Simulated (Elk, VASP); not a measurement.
VASP input:

**INCAR**
```
# general
SYSTEM =Hf
PREC   =Accurate
ENCUT  =300   # plane-wave cut-off (eV)
LREAL  =.False.   # projection in real space or not
LASPH  =.True.   # aspherical one-centre terms

# electronic loop
EDIFF  =1E-6
NELM   =100
ALGO   =Normal
LMAXMIX=6   # l cut-off of mixed one-centre charges

# smearing
ISMEAR =0   # Gaussian
SIGMA  =0.1   # width (eV)

# ions
ISIF   =2   # forces and stress, cell fixed

# output
LWAVE  =.False.
LCHARG =.False.
```

**POSCAR**
```
Hf
1
    1.5785720000    -2.7341660000     0.0000000000
    1.5785720000     2.7341660000     0.0000000000
    0.0000000000     0.0000000000     4.9979850000
Hf
2
Direct
  0.3333330000   0.6666670000   0.2500000000
  0.6666670000   0.3333330000   0.7500000000
```

**KPOINTS**
```
Automatic
0
gamma
 8 8 5
0 0 0
```

POTCAR, in this order: Hf_pv (LDA.64 set). Program: vasp_std.

Q: Translate it to Elk.

A: One input that does it (LDA (PW92), all-electron FP-LAPW, Elk's shipped species files, APW+lo basis with extra local orbitals):
```
tasks
  0

rgkmax
  8.0

gmaxvr
  14.0

nxlo
  2

lorbcnd
  .true.

lmaxi
  2

stype
  0

swidth
  0.00367493

maxscl
  100

scale
  1.889726125

avec
    1.5785717381   -2.7341664537    0.0000000000
    1.5785717381    2.7341664537    0.0000000000
    0.0000000000    0.0000000000    4.9979850000

sppath
  'species/'

atoms
  1
  'Hf.in'
  2
  0.3333333333  0.6666666667  0.2500000000    0.0 0.0 0.0
  0.6666666667  0.3333333333  0.7500000000    0.0 0.0 0.0

ngridk
  8 8 5
```
The two runs describe the same crystal, functional and task. Each code takes its own potentials, basis and convergence tests.

VASP also gives the stress here, which the Elk input doesn't ask for.

VASP's LDA is the Perdew-Zunger fit; the other code's may be Perdew-Wang, which differs slightly.

The structure is a typed Hf crystal (P6_3/mmc). The cell was not relaxed at this level, and it may have been scaled.
